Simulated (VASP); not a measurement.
Consider the following.

```
SrVO3
1.0
    3.83741     0.00000     0.00000
    0.00000     3.83741     0.00000
    0.00000     0.00000     3.83741
Sr V O
1 1 3
Direct
  0.00000   0.00000   0.00000
  0.50000   0.50000   0.50000
  0.50000   0.00000   0.50000
  0.00000   0.50000   0.50000
  0.50000   0.50000   0.00000
```

The numbers are results of rev-vdW-DF2, VASP's PBE PAW potentials (set 64) (plane waves; VASP), not measurements. Numerical set-up: 520 eV cut-off, Gaussian smearing of 0.050 eV, potentials Sr_sv V_sv O.

Q: Predict the band gap (along the path) with the smallest direct gap where there is one.

A: 
```yaml
band gap (along the path): none (metal, semimetal or under 0.01 eV)
```

The compound is SrVO3 in the cubic perovskite structure. It was relaxed first. The run is not spin-polarised, so no magnetic state was tried. The electron count is odd and the run is not spin-polarised, which forces a metal.
